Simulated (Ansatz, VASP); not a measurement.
# Cross-check of AlInCu2Se2S2 between VASP and Ansatz, part 2 of 2

Wanted: the spread between two codes on one cell, functional and k mesh. The cell is invented: As first built, before any earlier steps moved the atoms (in the runner's words): In for half of the Al in the AlCuSeS structure of space group I2_12_12_1. It may not be a known or stable phase. The cell is taken from a series of runs on this material, whose earlier steps may have relaxed, scaled, displaced or heated it; both programs get it as it stands.

VASP 6.6.1 and Ansatz 0.2.0.

So far: The starting structure; Ansatz: single point, r2SCAN; VASP: single point, r2SCAN.

**3. VASP: single point, r2SCAN (continued)**

Level of this step: r2SCAN, no spin polarisation; plane waves and PAW (In_d, Al, Cu, Se, S); invented cell (VASP).

Numbers of over 12 decimals in the logs are rounded to 6 here.

From OUTCAR (step 3):

```text
ion  position               nearest neighbor table
   1  0.872  0.122  0.255-   8 2.51   7 2.51   5 2.58   6 2.58
   2  0.630  0.380  0.740-   7 2.29   8 2.29   5 2.40   6 2.40
   3  0.359  0.609  0.282-   7 2.28   8 2.28   6 2.45   5 2.45
   4  0.138  0.888  0.724-   8 2.32   7 2.32   6 2.45   5 2.45
   5  0.739  0.989  0.985-   2 2.40   4 2.45   3 2.45   1 2.58
   6  0.275  0.526  0.985-   2 2.40   4 2.45   3 2.45   1 2.58
   7  0.488  0.260  0.514-   3 2.28   2 2.29   4 2.32   1 2.51
   8  0.998  0.726  0.514-   3 2.28   2 2.29   4 2.32   1 2.51

  LATTYP: Found a base centered monoclinic cell.
 ALAT       =     7.8206762254
 B/A-ratio  =     1.4185069491
 C/A-ratio  =     0.7087299128
 COS(beta)  =    -0.7043596726

 Subroutine GETGRP returns: Found  2 space group operations
 (whereof  1 operations were pure point group operations)

The static configuration has the point symmetry C_1 .
 The point group associated with its full space group is C_2 .

 Found     68 irreducible k-points:

   k-points           NKPTS =     68   k-points in BZ     NKDIM =     68   number of bands    NBANDS=     39

   dimension x,y,z NGX =    48 NGY =   48 NGZ =   54
   dimension x,y,z NGXF=    96 NGYF=   96 NGZF=  108

   ENCUT  =  580.0 eV  42.63 Ry    6.53 a.u.  10.88 10.90 13.33*2*pi/ulx,y,z

   NELECT =      62.0000    total number of electrons

 k-points in reciprocal lattice and weights: Automatic mesh
   0.00000000  0.00000000  0.00000000       0.005
   0.16666667  0.00000000  0.00000000       0.019
   0.33333333  0.00000000  0.00000000       0.019
   0.50000000 -0.00000000  0.00000000       0.009
   0.00000000  0.16666667 -0.00000000       0.019
   0.16666667  0.16666667 -0.00000000       0.019
   0.33333333  0.16666667 -0.00000000       0.019
   0.50000000  0.16666667  0.00000000       0.019
  -0.33333333  0.16666667 -0.00000000       0.019
[...]
-0.33333333  0.33333333  0.50000000       0.009
   0.50000000  0.50000000  0.50000000       0.005

 average (electrostatic) potential at core
       1-102.5357       2 -79.3491       3 -70.9788       4 -70.9468       5 -58.0337
       6 -58.0337       7 -90.2256       8 -90.2256

 E-fermi :   5.0467

 k-point     1 :       0.0000    0.0000    0.0000
  band No.  band energies     occupation
    ...
     27       3.1743      2.00000
     28       3.2686      2.00000
     29       4.4910      2.00000
     30       4.5635      2.00000
     31       4.5731      2.00000
     32       5.5203      0.00000
     33       6.9721      0.00000
     34       7.6176      0.00000
     35       8.9015      0.00000
     36       9.1107      0.00000
    ...

 k-point     2 :       0.1667    0.0000    0.0000
  band No.  band energies     occupation
    ...
     27       3.2569      2.00000
     28       3.3025      2.00000
     29       4.0526      2.00000
     30       4.3668      2.00000
     31       4.5199      2.00000
     32       6.1707      0.00000
     33       7.3610      0.00000
     34       7.9510      0.00000
     35       8.5514      0.00000
     36       8.7964      0.00000
    ...

 k-point     3 :       0.3333    0.0000    0.0000
  band No.  band energies     occupation
    ...
     27       3.3125      2.00000
     28       3.3749      2.00000
     29       3.7786      2.00000
     30       3.9585      2.00000
     31       4.4084      2.00000
     32       6.8389      0.00000
     33       7.9984      0.00000
     34       8.3838      0.00000
     35       8.5315      0.00000
     36       8.8242      0.00000
    ...

  Total        0.0255286      0.0184304      0.0187297      0.0094858     -0.0000000      0.0000000
  in kB        0.2396401      0.1730087      0.1758178      0.0890441     -0.0000000      0.0000000
  external PRESSURE =       0.1961555 kB  Pullay stress =       0.0000000 kB

  energy-cutoff  :      580.00
  volume of cell :      170.68
      direct lattice vectors                 reciprocal lattice vectors
     5.542747179  0.000000000  0.000000000     0.180415950  0.001110754 -0.090141385
    -0.034178233  5.551454295  0.000000000     0.000000000  0.180132979 -0.090141385
     2.754284473  2.775727147  5.546841786     0.000000000  0.000000000  0.180282770

 POSITION                                       TOTAL-FORCE (eV/Angst)
 -----------------------------------------------------------------------------------
      5.53420      1.38786      1.41560        -0.000000     -0.000000      0.008090
      5.51711      4.16359      4.10588        -0.000000      0.000000     -0.008998
      2.74574      4.16359      1.56292         0.000000      0.000000     -0.002512
      2.72865      6.93932      4.01737         0.000000      0.000000     -0.002239
      6.77790      8.22474      5.46516        -0.011468      0.013249     -0.013503
      4.22215      5.65390      5.46516         0.011468     -0.013249     -0.013503
      4.10986      2.86872      2.85107         0.030055      0.017773      0.016332
      6.92437      5.45846      2.85107        -0.030055     -0.017773      0.016332
 -----------------------------------------------------------------------------------
    total drift:                               -0.000118     -0.000063     -0.006809

  FREE ENERGIE OF THE ION-ELECTRON SYSTEM (eV)
  ---------------------------------------------------
  free  energy   TOTEN  =      -101.3945947437 eV

  energy  without entropy=     -101.3945947437  energy(sigma->0) =     -101.39459474

 total charge
# of ion       s       p       d       tot
------------------------------------------
    1        0.801   0.697   9.929  11.428
    2        0.379   0.363   0.000   0.742
    3        0.359   0.361   9.308  10.029
    4        0.349   0.342   9.312  10.003
    5        1.438   2.472   0.044   3.954
    6        1.438   2.472   0.044   3.954
    7        1.306   2.443   0.000   3.749
    8        1.306   2.443   0.000   3.749
--------------------------------------------------
tot          7.377  11.594  28.637  47.608

[... 3 further parts left out ...]
```

The run ends at a pressure of 0.02 GPa, with forces up to 0.039 eV/Å.

**4. Side by side**

Known differences besides the potentials themselves: VASP keeps PBE cores, Ansatz makes them for the functional; fixed occupations in Ansatz, narrow Gaussian smearing in VASP; the data sets hold 98 valence electrons in Ansatz (on its default PAW (the set named soft_2) files) and 62 in VASP; the cutoff is 500 eV in Ansatz and 580 eV in VASP. Total energies have different zeros and are not compared.

Both answers:

```csv
quantity,Ansatz,VASP,difference
gap on the k mesh (eV),0.931,0.947,-0.016
```

A gap on the mesh is an upper bound, since the band edges may lie between its points.

**5. Results**

| Quantity | Value |
| --- | --- |
| difference in gap on the k mesh (single point, r2SCAN) | -0.016 eV |

The difference in gap on the k mesh is -0.016 eV (single point, r2SCAN), within the 0.08 eV picked in this series as the mark of a large difference. The data sets hold unlike numbers of valence electrons (98 in Ansatz and 62 in VASP), so part of the differences comes from the potentials. How closely two codes agree says nothing of how well the functional describes the real material.

[Lines on the potential files, build, host, timing and source positions are cut from VASP's logs without a mark.]

[Logs are printed without paths, hosts, clocks, repeated set-up lines and the standing remarks that a program may print on its own settings, such as how far it seeks lower states.]

[Hosts, paths, dates, database ids (printed as entryN), source tags and the programs' standing remarks are cut or masked in the printed files.]
